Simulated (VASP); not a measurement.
All values below come from PBEsol GGA, VASP's PBE PAW potentials (set 64) (plane waves; VASP).

Gaps are without spin-orbit coupling.

```json
{
  "volume_per_atom": "11.38 Å^3/atom",
  "band gap (over mesh and band path)": "1.69 eV",
  "smallest direct gap (over mesh and band path)": "2.98 eV"
}
```

Q: Which relaxed crystal gives these values?
A) AlP, F-43m (216)
B) CsSnI3, P4/mbm (127)
C) MoS2, P6_3/mmc (194)
D) Al2MgC2, P-3m1 (164)

A: D, Al2MgC2, P-3m1 (164)
